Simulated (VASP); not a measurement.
## AlN: GW quasiparticle gap

Wanted: how far GW moves the Kohn-Sham levels of AlN. The cell is of the wurtzite type, one of the forms listed for this formula. The start is a cell from a database of measured crystal structures.

Method: PBE; plane waves and PAW (Al_GW, N_GW), in the first sound run; inputs show where later runs differ, in VASP 6.6.1.

The database entry behind the starting cell differs from later determinations by our own check (inner coordinate u about 0.002 short), so it need not match the best structure at ambient conditions.

### Step 1. The structure

The structure is hexagonal, space group P6_3mc (No. 186). Conventional cell: a = 3.113 Å, b = 3.113 Å, c = 4.981 Å, α = 90.00°, β = 90.00°, γ = 120.00°. Nearest to Al lie 4 N at 1.89 Å. N has 4 Al at 1.89 Å nearest. Farther neighbours and most contacts between anions are not listed.

### Step 2. Ground state, k-mesh 3×3×2

The orbitals come from a self-consistent PBE run with a tight EDIFF and a narrow smearing. KPOINTS_OPT adds the bands along a path, which shows whether the mesh holds the band edges.

Input file INCAR:

```
SYSTEM = AlN
PREC = Accurate
ENCUT = 450
EDIFF = 1E-08
NELM = 100
ISMEAR = 0
SIGMA = 0.01
LREAL = .FALSE.
ALGO = Normal
GGA = PE
NBANDS = 14
LORBIT = 11
LWAVE = .TRUE.
LCHARG = .FALSE.
KPAR = 2
```

Input file POSCAR:

```
AlN
1.0
    3.1130000000      0.0000000000      0.0000000000
   -1.5565000000      2.6959370820      0.0000000000
    0.0000000000      0.0000000000      4.9810000000
Al N
2 2
Direct
    0.3333333333      0.6666666667      0.0000000000
    0.6666666667      0.3333333333      0.5000000000
    0.3333333333      0.6666666667      0.3800000000
    0.6666666667      0.3333333333      0.8800000000
```

Input file KPOINTS:

```
Automatic mesh
0
Gamma
3 3 2
0 0 0
```

Input file KPOINTS_OPT:

```
Line mode
12
Line-mode
Reciprocal
  0.00000000   0.00000000   0.00000000 GAMMA
  0.50000000   0.00000000   0.00000000 M

  0.50000000   0.00000000   0.00000000 M
  0.33333333   0.33333333   0.00000000 K

  0.33333333   0.33333333   0.00000000 K
  0.00000000   0.00000000   0.00000000 GAMMA

  0.00000000   0.00000000   0.00000000 GAMMA
  0.00000000   0.00000000   0.50000000 A

  0.00000000   0.00000000   0.50000000 A
  0.50000000   0.00000000   0.50000000 L

  0.50000000   0.00000000   0.50000000 L
  0.33333333   0.33333333   0.50000000 H

  0.33333333   0.33333333   0.50000000 H
  0.00000000   0.00000000   0.50000000 A

  0.50000000   0.00000000   0.50000000 L
  0.50000000   0.00000000   0.00000000 M

  0.33333333   0.33333333   0.00000000 K
  0.33333333   0.33333333   0.50000000 H
```

PAW data sets: Al_GW and N_GW (PBE family, release 64).

The run is started by

```sh
$ mpirun -np 8 vasp_std
```

Log:

```text
[banner, memory and clock lines left out]
running    8 mpi-ranks, on    1 nodes
 distrk:  each k-point on    4 cores,    2 groups
 distr:  one band on    1 cores,    4 groups

 POSCAR found type information on POSCAR AlN
 POSCAR found :  2 types and       4 ions
|                                                                             |
|           W    W    AA    RRRRR   N    N  II  N    N   GGGG   !!!           |
|           W    W   A  A   R    R  NN   N  II  NN   N  G    G  !!!           |
|           W    W  A    A  R    R  N N  N  II  N N  N  G       !!!           |
|           W WW W  AAAAAA  RRRRR   N  N N  II  N  N N  G  GGG   !            |
|           WW  WW  A    A  R   R   N   NN  II  N   NN  G    G                |
|           W    W  A    A  R    R  N    N  II  N    N   GGGG   !!!           |
|                                                                             |
|     For optimal performance we recommend to set                             |
|       NCORE = 2 up to number-of-cores-per-socket                            |
|     NCORE specifies how many cores store one orbital (NPAR=cpu/NCORE).      |
|     This setting can greatly improve the performance of VASP for DFT.       |
|     The default, NCORE=1 might be grossly inefficient on modern             |
|     multi-core architectures or massively parallel machines. Do your        |
|     Unfortunately you need to use the default for GW and RPA                |
|     calculations (for HF NCORE is supported but not extensively tested      |
|     yet).                                                                   |
|                                                                             |

 LDA part: xc-table for (Slater+PW92), standard interpolation
|                                                                             |
|           W    W    AA    RRRRR   N    N  II  N    N   GGGG   !!!           |
|           W    W   A  A   R    R  NN   N  II  NN   N  G    G  !!!           |
|           W    W  A    A  R    R  N N  N  II  N N  N  G       !!!           |
|           W WW W  AAAAAA  RRRRR   N  N N  II  N  N N  G  GGG   !            |
|           WW  WW  A    A  R   R   N   NN  II  N   NN  G    G                |
|           W    W  A    A  R    R  N    N  II  N    N   GGGG   !!!           |
|                                                                             |
|     The number of bands has been changed from the values supplied in        |
|     The orbitals not found in the WAVECAR file will be initialized with     |
|     random numbers, which is usually adequate. For correlated               |
|     calculations, however, you should redo the groundstate calculation.     |
|     I found NBANDS = 14. Now, NBANDS = 16.                                  |
|                                                                             |

 POSCAR, INCAR and KPOINTS ok, starting setup
 FFT: planning ... GRIDC
 FFT: planning ... GRID_SOFT
 FFT: planning ... GRID
 WAVECAR not read
 entering main loop
       N       E                     dE             d eps       ncg     rms          rms(c)
DAV:   1     0.523448291647E+02    0.52345E+02   -0.64698E+03   192   0.796E+02
DAV:   2    -0.306239071098E+02   -0.82969E+02   -0.68470E+02   288   0.236E+02
DAV:   3    -0.344170751849E+02   -0.37932E+01   -0.37777E+01   256   0.461E+01
DAV:   4    -0.344554831718E+02   -0.38408E-01   -0.38405E-01   224   0.581E+00
DAV:   5    -0.344564893064E+02   -0.10061E-02   -0.10061E-02   280   0.846E-01    0.122E+01
DAV:   6    -0.296458570380E+02    0.48106E+01   -0.10847E+01   264   0.313E+01    0.301E+00
DAV:   7    -0.296400636961E+02    0.57933E-02   -0.58371E-01   200   0.507E+00    0.213E+00
DAV:   8    -0.296354503673E+02    0.46133E-02   -0.77760E-02   200   0.423E+00    0.600E-01
DAV:   9    -0.296294123707E+02    0.60380E-02   -0.18138E-02   312   0.160E+00    0.112E-01
DAV:  10    -0.296297466945E+02   -0.33432E-03   -0.96332E-04   200   0.255E-01    0.624E-02
DAV:  11    -0.296297240026E+02    0.22692E-04   -0.14720E-04   288   0.135E-01    0.912E-03
DAV:  12    -0.296297264507E+02   -0.24481E-05   -0.51817E-06   208   0.169E-02    0.519E-03
DAV:  13    -0.296297259537E+02    0.49697E-06   -0.22937E-06   320   0.153E-02    0.858E-04
DAV:  14    -0.296297259605E+02   -0.68285E-08   -0.10892E-07   208   0.327E-03    0.148E-04
DAV:  15    -0.296297259658E+02   -0.53145E-08   -0.30166E-09   144   0.563E-04
   1 F= -.29629726E+02 E0= -.29629726E+02  d E =-.449551E-29
 Start KPOINTS_OPT (optional k-point list driver)
k-point batch [1-6\108]
       N       E                     dE             ncg
DAV:   1     0.541225234229E+03   -0.23604E+03      192
DAV:   2     0.633941008878E+02   -0.47783E+03      296
DAV:   3     0.421595482844E+02   -0.21235E+02      280
DAV:   4     0.418423050093E+02   -0.31724E+00      224
DAV:   5     0.418309740303E+02   -0.11331E-01      272
DAV:   6     0.418303840079E+02   -0.59002E-03      248
DAV:   7     0.418303624713E+02   -0.21537E-04      272
DAV:   8     0.418303611418E+02   -0.13294E-05      224
DAV:   9     0.418303610552E+02   -0.86598E-07      264
DAV:  10     0.418303610498E+02   -0.54529E-08      208
[...]
k-point batch [103-108\108]
       N       E                     dE             ncg
DAV:   1     0.336298694659E+03   -0.38232E+04      192
DAV:   2    -0.191215092086E+02   -0.35542E+03      280
DAV:   3    -0.365889516875E+02   -0.17467E+02      264
DAV:   4    -0.368086428722E+02   -0.21969E+00      248
DAV:   5    -0.368152085854E+02   -0.65657E-02      256
DAV:   6    -0.368155021390E+02   -0.29355E-03      256
DAV:   7    -0.368155176751E+02   -0.15536E-04      280
DAV:   8    -0.368155185773E+02   -0.90215E-06      256
DAV:   9    -0.368155186096E+02   -0.32366E-07      240
DAV:  10    -0.368155186117E+02   -0.20613E-08      192
 writing wavefunctions
```

It took 7 s on 8 MPI ranks of Intel Xeon Platinum 8175M at 2.50GHz (Skylake/Cascade Lake), shared host; peak memory 0.94 GiB.

Lines that name or quote the potential files are left out of all logs, and their timing lines are given in words.

Parts of OUTCAR (step 2):

```text
ion  position               nearest neighbor table
   1  0.333  0.667  0.000-   3 1.89   4 1.89   4 1.89   4 1.89
   2  0.667  0.333  0.500-   4 1.89   3 1.89   3 1.89   3 1.89
   3  0.333  0.667  0.380-   1 1.89   2 1.89   2 1.89   2 1.89
   4  0.667  0.333  0.880-   2 1.89   1 1.89   1 1.89   1 1.89

  LATTYP: Found a hexagonal cell.
 ALAT       =     3.1130000000
 C/A-ratio  =     1.6000642467

 Subroutine GETGRP returns: Found 12 space group operations
 (whereof  6 operations were pure point group operations)

The static configuration has the point symmetry C_3v.
 The point group associated with its full space group is C_6v.

 Found      6 irreducible k-points:

   k-points           NKPTS =      6   k-points in BZ     NKDIM =      6   number of bands    NBANDS=     16

   dimension x,y,z NGX =    24 NGY =   24 NGZ =   36
   dimension x,y,z NGXF=    48 NGYF=   48 NGZF=   72

   ENCUT  =  450.0 eV  33.07 Ry    5.75 a.u.   5.38  5.38  8.62*2*pi/ulx,y,z

   NELECT =      16.0000    total number of electrons

 k-points in reciprocal lattice and weights: Automatic mesh
   0.00000000  0.00000000  0.00000000       0.056
   0.33333333  0.00000000  0.00000000       0.333
   0.33333333  0.33333333  0.00000000       0.111
   0.00000000  0.00000000  0.50000000       0.056
   0.33333333  0.00000000  0.50000000       0.333
   0.33333333  0.33333333  0.50000000       0.111

 average (electrostatic) potential at core
       1 -50.0477       2 -50.0477       3 -59.9230       4 -59.9230

 E-fermi :   5.2372

 k-point     1 :       0.0000    0.0000    0.0000
  band No.  band energies     occupation
    ...
      4       4.3242      2.00000
      5       4.3242      2.00000
      6       4.9835      2.00000
      7       4.9835      2.00000
      8       5.1601      2.00000
      9       9.3571      0.00000
     10      11.7862      0.00000
     11      15.7603      0.00000
     12      16.2733      0.00000
     13      16.2733      0.00000
    ...

 k-point     2 :       0.3333    0.0000    0.0000
  band No.  band energies     occupation
    ...
      4       0.7264      2.00000
      5       1.8550      2.00000
      6       3.3362      2.00000
      7       4.2852      2.00000
      8       4.6429      2.00000
      9      11.3732      0.00000
     10      11.8401      0.00000
     11      13.1034      0.00000
     12      15.4738      0.00000
     13      16.4894      0.00000
    ...

 k-point     3 :       0.3333    0.3333    0.0000
  band No.  band energies     occupation
    ...
      4       1.3824      2.00000
      5       1.3824      2.00000
      6       2.7317      2.00000
      7       2.7677      2.00000
      8       2.7677      2.00000
      9      10.1730      0.00000
     10      13.5206      0.00000
     11      14.8339      0.00000
     12      14.8339      0.00000
     13      16.6950      0.00000
    ...

  Total        0.3820614      0.3820614      0.2849501      0.0000000      0.0000000      0.0000000
  in kB       14.6432771     14.6432771     10.9212917      0.0000000      0.0000000      0.0000000
  external PRESSURE =      13.4026153 kB  Pullay stress =       0.0000000 kB

  energy-cutoff  :      450.00
  volume of cell :       41.80
      direct lattice vectors                 reciprocal lattice vectors
     3.113000000  0.000000000  0.000000000     0.321233537  0.185464269  0.000000000
    -1.556500000  2.695937082  0.000000000     0.000000000  0.370928538  0.000000000
     0.000000000  0.000000000  4.981000000     0.000000000  0.000000000  0.200762899

 POSITION                                       TOTAL-FORCE (eV/Angst)
 -----------------------------------------------------------------------------------
     -0.00000      1.79729      0.00000        -0.000000      0.000000     -0.198866
      1.55650      0.89865      2.49050         0.000000     -0.000000     -0.198866
     -0.00000      1.79729      1.89278        -0.000000      0.000000      0.198866
      1.55650      0.89865      4.38328        -0.000000      0.000000      0.198866
 -----------------------------------------------------------------------------------
    total drift:                               -0.000000     -0.000000     -0.000225

  FREE ENERGIE OF THE ION-ELECTRON SYSTEM (eV)
  ---------------------------------------------------
  free  energy   TOTEN  =       -29.6297259658 eV

  energy  without entropy=      -29.6297259658  energy(sigma->0) =      -29.62972597

 total charge
# of ion       s       p       d       tot
------------------------------------------
    1        0.429   0.553   0.218   1.199
    2        0.429   0.553   0.218   1.199
    3        1.186   2.584   0.000   3.770
    4        1.186   2.584   0.000   3.770
--------------------------------------------------
tot          3.228   6.274   0.436   9.938

[... 3 further parts left out ...]
```

Numbers from this step:

```
free energy (TOTEN)               : -29.63 eV
Fermi energy                      : 5.237 eV
pressure                          : 1.340 GPa
least gap on mesh and path        : 4.197 eV
least direct gap on mesh and path : 4.197 eV
```

The highest empty bands on the path are converged less tightly, to about 0.1 eV. Electronic bands along the path, in eV, zero at the valence-band top; v1 is the highest filled band, c1 the lowest empty one:

```csv
point,v4,v3,v2,v1,c1,c2,c3,c4
Γ,-0.84,-0.18,-0.18,0.00,4.20,6.63,10.60,11.11
0.55 of the way,-2.69,-1.63,-0.54,-0.42,6.27,7.36,7.94,10.17
M,-3.35,-2.07,-1.79,-0.66,5.78,5.78,8.17,10.29
0.55 of the way,-3.12,-3.05,-1.90,-1.62,5.42,7.31,8.96,10.04
K,-3.78,-2.43,-2.39,-2.39,5.01,8.36,9.67,9.67
0.55 of the way,-3.06,-1.50,-0.73,-0.48,6.57,7.80,8.64,8.89
Γ,-0.84,-0.18,-0.18,0.00,4.20,6.63,10.60,11.11
0.55 of the way,-0.73,-0.73,-0.29,-0.29,5.29,6.76,10.22,11.09
A,-0.52,-0.52,-0.52,-0.52,6.45,6.45,10.30,10.30
0.55 of the way,-1.60,-1.60,-1.08,-1.08,6.34,6.34,9.54,9.54
L,-1.44,-1.44,-1.36,-1.36,5.29,5.29,9.25,9.25
0.55 of the way,-2.88,-2.88,-0.90,-0.90,6.27,6.27,9.09,9.09
H,-3.85,-3.85,-0.79,-0.79,7.41,7.41,7.82,7.82
0.55 of the way,-1.68,-1.68,-1.17,-1.17,6.79,6.79,9.38,9.38
A,-0.52,-0.52,-0.52,-0.52,6.45,6.45,10.30,10.30
jump to L,-1.44,-1.44,-1.36,-1.36,5.29,5.29,9.25,9.25
0.55 of the way,-2.68,-1.93,-1.26,-0.87,5.10,5.87,9.30,9.44
M,-3.35,-2.07,-1.79,-0.66,5.78,5.78,8.17,10.29
jump to K,-3.78,-2.43,-2.39,-2.39,5.01,8.36,9.67,9.67
0.45 of the way,-4.37,-2.85,-1.58,-1.58,5.73,8.24,8.78,8.78
H,-3.85,-3.85,-0.79,-0.79,7.41,7.41,7.82,7.82
```

Of the projections kept (Al, N), the largest for each band there; the rest of the weight can lie on other orbitals:

```csv
point,v4,v3,v2,v1,c1,c2,c3,c4
Γ,N 0.80,N 0.85,N 0.85,N 0.86,N 0.72,Al 0.70,N 0.85,Al 0.99
M,N 0.67,N 0.75,N 0.74,N 0.82,Al 0.55,Al 0.84,Al 0.52,N 0.73
K,N 0.60,N 0.76,N 0.71,N 0.71,Al 0.96,N 0.73,N 0.64,N 0.64
Γ,N 0.80,N 0.85,N 0.85,N 0.86,N 0.72,Al 0.70,N 0.85,Al 0.99
A,N 0.83,N 0.83,N 0.83,N 0.83,N 0.67,N 0.67,Al 0.64,Al 0.64
L,N 0.78,N 0.78,N 0.79,N 0.79,Al 0.67,Al 0.67,Al 0.90,Al 0.90
```

The cell has a gap of 4.20 eV on mesh and path. Forces of up to 0.20 eV/Å remain in these settings.

### Step 3. Empty bands, k-mesh 3×3×2

ALGO = Exact makes the empty bands from the converged ground state in one step. LOPTICS writes the k-derivatives of the orbitals (WAVEDER), which give the long-wavelength limit of the screening.

Input file INCAR:

```
SYSTEM = AlN
PREC = Accurate
ENCUT = 450
ISMEAR = 0
SIGMA = 0.01
LREAL = .FALSE.
GGA = PE
NBANDS = 96
ALGO = Exact
NELM = 1
LWAVE = .TRUE.
LCHARG = .FALSE.
LOPTICS = .TRUE.
NEDOS = 1000
CSHIFT = 0.1
```

POSCAR is that of step 2.

KPOINTS is that of step 2.

The run is started by

```sh
$ mpirun -np 8 vasp_std
```

Log:

```text
[banner, memory and clock lines left out]
running    8 mpi-ranks, on    1 nodes
 distrk:  each k-point on    8 cores,    1 groups
 distr:  one band on    1 cores,    8 groups

 POSCAR found type information on POSCAR AlN
 POSCAR found :  2 types and       4 ions
 [... a notice as in an earlier step ...]

 LDA part: xc-table for (Slater+PW92), standard interpolation
 found WAVECAR, reading the header
  number of bands has changed, file:    16 present:    96
  trying to continue reading WAVECAR, but it might fail
 POSCAR, INCAR and KPOINTS ok, starting setup
 FFT: planning ... GRIDC
 FFT: planning ... GRID_SOFT
 FFT: planning ... GRID
 reading WAVECAR
 random initialization beyond band           16
 the WAVECAR file was read successfully
 initial charge from wavefunction
 entering main loop
       N       E                     dE             d eps       ncg     rms          rms(c)
DIA:   1    -0.296297259689E+02   -0.29630E+02    0.00000E+00     0   0.000E+00
   1 F= -.29629726E+02 E0= -.29629726E+02  d E =-.573497E-72
 writing wavefunctions
 optical routines
 imaginary and real dielectric function
 recalculating local potential from charge density
 direction            1
 direction            2
 direction            3
```

Wall time 3.8 s (8 MPI ranks); peak memory 1 GiB.

Parts of OUTCAR (step 3):

```text
 Found      6 irreducible k-points:

   k-points           NKPTS =      6   k-points in BZ     NKDIM =      6   number of bands    NBANDS=     96

   NELECT =      16.0000    total number of electrons

 E-fermi :   5.2860

 k-point     1 :       0.0000    0.0000    0.0000
  band No.  band energies     occupation
    ...
      4       4.3242      2.00000
      5       4.3242      2.00000
      6       4.9836      2.00000
      7       4.9836      2.00000
      8       5.1602      2.00000
      9       9.3572      0.00000
     10      11.7862      0.00000
     11      15.7603      0.00000
     12      16.2733      0.00000
     13      16.2733      0.00000
    ...

 k-point     2 :       0.3333    0.0000    0.0000
  band No.  band energies     occupation
    ...
      4       0.7264      2.00000
      5       1.8551      2.00000
      6       3.3363      2.00000
      7       4.2852      2.00000
      8       4.6430      2.00000
      9      11.3732      0.00000
     10      11.8401      0.00000
     11      13.1034      0.00000
     12      15.4738      0.00000
     13      16.4894      0.00000
    ...

  Total        0.3810048      0.3810048      0.2839337      0.0000000      0.0000000      0.0000000
  in kB       14.6027837     14.6027837     10.8823346      0.0000000      0.0000000      0.0000000
  external PRESSURE =      13.3626340 kB  Pullay stress =       0.0000000 kB

 POSITION                                       TOTAL-FORCE (eV/Angst)
 -----------------------------------------------------------------------------------
     -0.00000      1.79729      0.00000        -0.000000      0.000000     -0.198875
      1.55650      0.89865      2.49050         0.000000     -0.000000     -0.198875
     -0.00000      1.79729      1.89278         0.000000      0.000000      0.198875
      1.55650      0.89865      4.38328        -0.000000     -0.000000      0.198875
 -----------------------------------------------------------------------------------
    total drift:                               -0.000000     -0.000000     -0.000209

  FREE ENERGIE OF THE ION-ELECTRON SYSTEM (eV)
  ---------------------------------------------------
  free  energy   TOTEN  =       -29.6297259689 eV

  energy  without entropy=      -29.6297259689  energy(sigma->0) =      -29.62972597

 plasma frequency squared (from intraband transitions) (eV^2)
  --------------------------------------------------------------------------------------
       0.000       0.000       0.000
       0.000       0.000      -0.000
       0.000      -0.000       0.000

[... 8 parts as in an earlier step ...]

[... 5 further parts left out ...]
```

The gap is read on the k-mesh alone, so it is an upper bound where the band edges lie off the mesh.

A gap read on the k-mesh alone can miss the band edges.

This step gave:

```
gap on the k-mesh              : 4.197 eV
least direct gap on the k-mesh : 4.197 eV
```

WAVECAR now holds 96 bands for 16 electrons. Its independent-particle dielectric tensor has xx, yy, zz = 5.8, 5.8, 4.9 on this mesh, which isn't tested for convergence in mesh or bands and lacks local fields.

(Continued in part 2 of 3.)

[Lines on the potential files, build, host, timing and source positions are cut from VASP's logs without a mark.]

[Logs are printed without paths, hosts, clocks, repeated set-up lines and the standing remarks that a program may print on its own settings, such as how far it seeks lower states.]

[Hosts, paths, dates, database ids (printed as entryN), source tags and the programs' standing remarks are cut or masked in the printed files.]

[Pressures printed for these runs are not shown converged in the cutoff: they can be off by several GPa and have the wrong sign.]
